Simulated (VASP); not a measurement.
A convergence study with VASP on Mo (space group Im-3m): a few settings are varied, all else stays as given below, so the limit is that of these other settings.

```yaml
crystal:
  lattice:
    - [-1.56713, 1.56713, 1.56713]
    - [1.56713, -1.56713, 1.56713]
    - [1.56713, 1.56713, -1.56713]
  atoms:
    - { symbol: Mo, position: [0.00000, 0.00000, 0.00000] }
```

Method: LDA (Ceperley-Alder, Perdew-Zunger), VASP's LDA PAW potentials (set 64) (plane waves; VASP). The last row used: 300 eV cut-off, 15×15×15 Γ-centred mesh, Fermi-Dirac smearing of 0.10 eV, potentials Mo_sv.

```
setting      E (eV/atom)  pressure (GPa)  irreducible k-points
-----------  -----------  --------------  --------------------
NBANDS = 7      -11.8481            0.37                   120
NBANDS = 8      -12.1270           -5.33                   120
NBANDS = 9      -12.1275           -5.40                   120
NBANDS = 10     -12.1275           -5.40                   120
NBANDS = 11     -12.1275           -5.40                   120
NBANDS = 13     -12.1275           -5.40                   120
NBANDS = 17     -12.1275           -5.41                   120
NBANDS = 23     -12.1275           -5.41                   120
NBANDS = 39     -12.1275           -5.40                   120
```

VASP warned of too few bands at NBANDS = 7; NBANDS = 8; NBANDS = 9.

Left out are rungs that failed or repeat a setting and relaxations that didn't move; long series are thinned to 24 rows.

The structure is a typed Mo crystal (space group no. 229). The cell was not relaxed at this level. VASP warned that the highest band is occupied, so more bands are needed.
